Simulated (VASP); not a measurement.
```xyz
3
Lattice="0.0000 3.0035 3.0035 3.0035 0.0000 3.0035 3.0035 3.0035 0.0000" Properties=species:S:1:pos:R:3 pbc="T T T"
Pb     0.0000     0.0000     0.0000
F      4.5053     4.5053     4.5053
F      1.5018     1.5018     1.5018
```

Computed with PBE GGA, VASP's PBE PAW potentials (set 64) (plane waves; VASP). Run with 400 eV cut-off, 10×10×10 Γ-centred mesh shifted by (0.5, 0.5, 0.5), Gaussian smearing of 0.010 eV, potentials Pb_d F.

At this cut-off the stress carries a Pulay error, which pulls relaxed volumes low. Energy and stress use the plane-wave basis of the starting cell.

### Question
The ions, cell shape and volume are relaxed. Give the cell that the relaxation ends in.

### Answer

```xyz
3
Lattice="0.0000 2.9396 2.9396 2.9396 0.0000 2.9396 2.9396 2.9396 0.0000" Properties=species:S:1:pos:R:3 pbc="T T T"
Pb     0.0000     0.0000     0.0000
F      4.4094     4.4094     4.4094
F      1.4698     1.4698     1.4698
```
Space group Fm-3m (225), at a tolerance of 0.03 Å.

### Question
How do energy and volume change from the first to the last step?

### Answer
The energy (σ→0) changes by -26.2 meV/atom and the volume by -6.3 %, in 3 ionic steps.

```json
[
 {"step": "1", "E(σ→0) (eV)": "-14.3809", "max force (eV/Å)": "0.000", "pressure (GPa)": "-7.13", "volume (Å³)": "54.19"},
 {"step": "2", "E(σ→0) (eV)": "-14.4051", "max force (eV/Å)": "0.000", "pressure (GPa)": "6.79", "volume (Å³)": "48.13"},
 {"step": "3", "E(σ→0) (eV)": "-14.4594", "max force (eV/Å)": "0.000", "pressure (GPa)": "-0.04", "volume (Å³)": "50.80"}
]
```

The structure comes from a computed database's PbF2 entry; how it stands against other phases isn't given here. This run relaxes it. Symmetry was kept, so distortions that lower it aren't found. The run is one of a series of settings (EDIFFG = -0.01, IBRION = 2, ISIF = 3, NSW = 50 against the base run), some of them coarse on purpose.
